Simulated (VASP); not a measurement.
Method: LDA (Ceperley-Alder, Perdew-Zunger), VASP's LDA PAW potentials (set 64) (plane waves; VASP).

VASP ran on this input.

File KPOINTS:
```
K-points
0
gamma
7 7 4
```

POSCAR:
```
La2O3
1
    1.9415411617    -3.3628478501     0.0000000000
    1.9415411617     3.3628478501    -0.0000000000
    0.0000000000    -0.0000000000     5.9472379131
La O
2 3
Direct
  0.3333330000   0.6666670000   0.2438360648
  0.6666670000   0.3333330000   0.7561639352
  0.0000000000   0.0000000000   1.0000000000
  0.3333330000   0.6666670000   0.6464247534
  0.6666670000   0.3333330000   0.3535752466
```

INCAR:
```
LWAVE=.FALSE.
LORBIT=11   # lm-projected
ISIF=2   # forces and stress, cell fixed
NELM=100   # most electronic steps
ISMEAR=-5
LEFG=.TRUE.
LREAL=.FALSE.   # projection in real space or not
ALGO=Normal   # blocked Davidson
ENCUT=520
NEDOS=601   # DOS grid
PREC=Accurate
LASPH=.TRUE.   # aspherical one-centre terms
EDIFF=1E-7
LMAXMIX=6   # l cut-off of mixed one-centre charges
SYSTEM=La2O3
LCHARG=.TRUE.
```

POTCAR, in this order: La O (LDA.64 set). Program: vasp_std.

Output

File OSZICAR:
```
       N       E                     dE             d eps       ncg     rms          rms(c)
DAV:   1     0.454717846973E+03    0.45472E+03   -0.15859E+04  1392   0.261E+03
DAV:   2     0.883459418512E+02   -0.36637E+03   -0.36075E+03  1960   0.412E+02
DAV:   3    -0.322404110366E+02   -0.12059E+03   -0.11996E+03  2496   0.219E+02
DAV:   4    -0.505523120033E+02   -0.18312E+02   -0.18304E+02  2400   0.939E+01
DAV:   5    -0.514980690175E+02   -0.94576E+00   -0.94545E+00  2520   0.248E+01    0.148E+01
DAV:   6    -0.461624041329E+02    0.53357E+01   -0.49019E+01  2088   0.440E+01    0.774E+00
DAV:   7    -0.459964379965E+02    0.16597E+00   -0.53780E+00  2560   0.246E+01    0.362E+00
DAV:   8    -0.459149810070E+02    0.81457E-01   -0.54230E-01  2336   0.631E+00    0.127E+00
DAV:   9    -0.458968804338E+02    0.18101E-01   -0.75238E-02  2352   0.229E+00    0.374E-01
DAV:  10    -0.458974847930E+02   -0.60436E-03   -0.29675E-02  2280   0.126E+00    0.183E-01
DAV:  11    -0.458975862262E+02   -0.10143E-03   -0.67774E-03  2496   0.680E-01    0.106E-01
DAV:  12    -0.458975831227E+02    0.31034E-05   -0.14896E-03  2392   0.274E-01    0.358E-02
DAV:  13    -0.458975827628E+02    0.35998E-06   -0.50663E-04  2304   0.158E-01    0.233E-02
DAV:  14    -0.458975739571E+02    0.88056E-05   -0.89994E-05  2376   0.901E-02    0.354E-03
DAV:  15    -0.458975745358E+02   -0.57866E-06   -0.55296E-06  2256   0.205E-02    0.209E-03
DAV:  16    -0.458975745233E+02    0.12456E-07   -0.44802E-07  1792   0.688E-03
   1 F= -.45897575E+02 E0= -.45897575E+02  d E =0.000000E+00
```

### OUTCAR
```
------------------------ aborting loop because EDIFF is reached ----------------------------------------
  FORCE on cell =-STRESS in cart. coord.  units (eV):
  Direction    XX          YY          ZZ          XY          YZ          ZX
  --------------------------------------------------------------------------------------
  Total       -0.0075882     -0.0075882      0.0105041     -0.0000000     -0.0000000      0.0000000
  in kB       -0.1565491     -0.1565491      0.2167050     -0.0000000     -0.0000000      0.0000000
  external PRESSURE =      -0.0321311 kB  Pullay stress =       0.0000000 kB
  volume of cell :       77.66
      direct lattice vectors                 reciprocal lattice vectors
     1.941541162 -3.362847850  0.000000000     0.257527376 -0.148683503  0.000000000
     1.941541162  3.362847850  0.000000000     0.257527376  0.148683503  0.000000000
     0.000000000  0.000000000  5.947237913     0.000000000  0.000000000  0.168145283
 POSITION                                       TOTAL-FORCE (eV/Angst)
 -----------------------------------------------------------------------------------
      1.94154      1.12095      1.45015        -0.000000     -0.000000      0.005195
      1.94154     -1.12095      4.49709         0.000000     -0.000000     -0.005195
      0.00000      0.00000      0.00000         0.000000     -0.000000      0.000000
      1.94154      1.12095      3.84444         0.000000      0.000000      0.014165
      1.94154     -1.12095      2.10280        -0.000000     -0.000000     -0.014165
 -----------------------------------------------------------------------------------
    total drift:                                0.000000      0.000000      0.000000
  FREE ENERGIE OF THE ION-ELECTRON SYSTEM (eV)
  ---------------------------------------------------
  free  energy   TOTEN  =       -45.8975745233 eV

  energy  without entropy=      -45.8975745233  energy(sigma->0) =      -45.89757452

 total charge

# of ion       s       p       d       f       tot
--------------------------------------------------
    1        2.039   5.690   0.693   0.273   8.695
    2        2.039   5.690   0.693   0.273   8.695
    3        1.546   3.381   0.000   0.000   4.927
    4        1.562   3.460   0.000   0.000   5.022
    5        1.562   3.460   0.000   0.000   5.022
--------------------------------------------------
tot          8.750  21.680   1.386   0.546  32.361

 Electric field gradients after diagonalization (V/A^2)
 (convention: |V_zz| > |V_xx| > |V_yy|)
----------------------------------------------------------------------
 ion       V_xx      V_yy      V_zz     asymmetry (V_yy - V_xx)/ V_zz
----------------------------------------------------------------------
   1     -63.276   -63.275   126.551       0.000
   2     -63.276   -63.275   126.551       0.000
   3       3.840     3.837    -7.678       0.000
   4      -5.142    -5.139    10.281       0.000
   5      -5.142    -5.139    10.281       0.000
```
(Selected blocks of OUTCAR.)

The compound is La2O3 in the a-type structure. It was relaxed first, which changed the volume by -6 %.
